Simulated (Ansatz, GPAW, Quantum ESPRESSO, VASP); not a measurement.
# Code comparison for SrCaI4 (P1, 6 atoms in the cell)

Self-consistent single point.

```
SrCaI4
1.0
    7.28074     0.00000     0.00000
    0.00000     4.66211     0.00000
   -0.03196     0.00000     8.10929
Sr Ca I
1 1 4
Direct
  0.00132   0.00308   0.99831
  0.00124   0.50009   0.49820
  0.23815   0.99865   0.34718
  0.76100   0.00304   0.65275
  0.24960   0.50046   0.82449
  0.74868   0.49467   0.17907
```

Shared settings, as Ansatz (a first-principles code) writes them: kpoints.mp_grid.grid = 2 2 2; scf.occupations.method = fixed. Potentials and cutoffs stand in the table.

```csv
code,model,pressure (GPa),largest force (eV/Å),gap on the mesh (eV),cutoff
GPAW,"PBEsol, GPAW PAW datasets PBEsol (made by gpaw-setup)",-0.62,0.255,3.618,600 eV
Quantum ESPRESSO,"PBEsol, PseudoDojo standard norm-conserving (PBESOL) pseudopotentials",-0.72,0.272,3.607,70 Ry
Ansatz,"PBEsol, PAW files made with PBE",-0.71,0.270,3.608,default
VASP,"PBEsol, VASP's PBE PAW potentials (set 64)",-0.66,0.254,–,300 eV
```

Size of the force on each atom (eV/Å): Sizes of forces hide their directions.

```csv
code,Sr1,Ca2,I3,I4,I5,I6
GPAW,0.113,0.064,0.109,0.162,0.189,0.255
Quantum ESPRESSO,0.110,0.063,0.127,0.180,0.206,0.272
Ansatz,0.110,0.063,0.126,0.178,0.205,0.270
VASP,0.112,0.064,0.110,0.163,0.189,0.254
```

A dash marks a value that a program does not give, or that is left out as unsure.

No gap is tabulated for VASP: it is not read from that output, or partly filled or unconverged empty levels leave it unsure.

Gaps are read on the mesh.

On Ansatz's run: spin-orbit coupling is off.

The spread over the programs that give each value: pressure within 0.10 GPa; largest force within 0.018 eV/Å; gap on the mesh within 0.011 eV.

Ansatz's pressure is given at a fixed set of plane waves, as the other plane-wave codes print theirs.

On the base mesh (2 3 2) the same programs gave: Ansatz pressure -0.90 GPa, gap on the mesh 3.652 eV; GPAW pressure -0.81 GPa, gap on the mesh 3.661 eV; Quantum ESPRESSO pressure -0.91 GPa, gap on the mesh 3.650 eV; VASP pressure -0.86 GPa.

VASP's run is marked for a possible Pulay error in its stress at this cutoff; no cutoff test was made.

VASP ran the fixed occupations as a Gaussian smearing of 0.01 eV.

The starting cell comes from a database of computed structures (which also holds hypothetical and non-ambient phases and stackings), without a prior relaxation at this level. Its atoms were displaced at random from the sites of space group no. 10.

Left out of this page: ABINIT, Elk and SIESTA (not drawn, or without a comparable value); CP2K (on another mesh).

Keys are those of Ansatz 0.2.
